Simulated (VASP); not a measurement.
Calculation: PBEsol GGA, VASP's PBE PAW potentials (set 64) (plane waves; VASP 6.6.1).

VASP input:

POSCAR:
```
HfB2
1
    1.5627439341    -2.7067521222     0.0000000000
    1.5627439341     2.7067521222     0.0000000000
    0.0000000000     0.0000000000     3.4484403525
Hf B
1 2
Direct
  0.0000000000   0.0000000000   0.0000000000
  0.3333330000   0.6666670000   0.5000000000
  0.6666670000   0.3333330000   0.5000000000
```

**KPOINTS**
```
K-points
0
Gamma
11 11 9
0 0 0
```

**INCAR**
```
ALGO  =  Normal
EDIFF  =  1E-6
EDIFFG  =  -0.02
ENCUT  =  620
GGA  =  PS
IBRION  =  2
ISIF  =  3
ISMEAR  =  1
LASPH  =  .TRUE.
LCHARG  =  .FALSE.
LMAXMIX  =  6
LREAL  =  .FALSE.
LWAVE  =  .FALSE.
NELM  =  100
NSW  =  40
PREC  =  Accurate
PSTRESS  =  50
SIGMA  =  0.1
SYSTEM  =  HfB2
```

POTCAR, in this order: Hf_pv B (PBE.64 set). Program: vasp_std.

Unless said otherwise, spin-orbit coupling is left out, though it shifts the bands of the heavy elements here.

Q: Estimate the energy per atom (σ→0), volume per atom, band gap (on the k-mesh).

A: 
```
Property                                                     Value
------------------------  ----------------------------------------
energy per atom (σ→0)                               -9.288 eV/atom
band gap (on the k-mesh)  none (metal, semimetal or under 0.01 eV)
volume per atom                                       9.56 Å³/atom
```

**OSZICAR**
```
...
DAV:   1    -0.278917802977E+02   -0.66657E-01   -0.74261E-01  1936   0.860E+00    0.248E+00
DAV:   2    -0.278706993138E+02    0.21081E-01   -0.31685E-02  1944   0.179E+00    0.150E+00
DAV:   3    -0.278647820977E+02    0.59172E-02   -0.16991E-02  2244   0.117E+00    0.122E+00
DAV:   4    -0.278645857403E+02    0.19636E-03   -0.30820E-04  2304   0.180E-01    0.856E-01
DAV:   5    -0.278644658534E+02    0.11989E-03   -0.23402E-04  2300   0.961E-02    0.162E-01
DAV:   6    -0.278644636558E+02    0.21975E-05   -0.92334E-06  2316   0.239E-02    0.251E-02
DAV:   7    -0.278644631492E+02    0.50668E-06   -0.89216E-07  1484   0.676E-03
   3 F= -.26969828E+02 E0= -.26969803E+02  d E =-.785879E-02
```

The compound is HfB2 in the AlB2 type structure. This run relaxes it under an external pressure of 5 GPa. Symmetry was kept, so distortions that lower it aren't found.
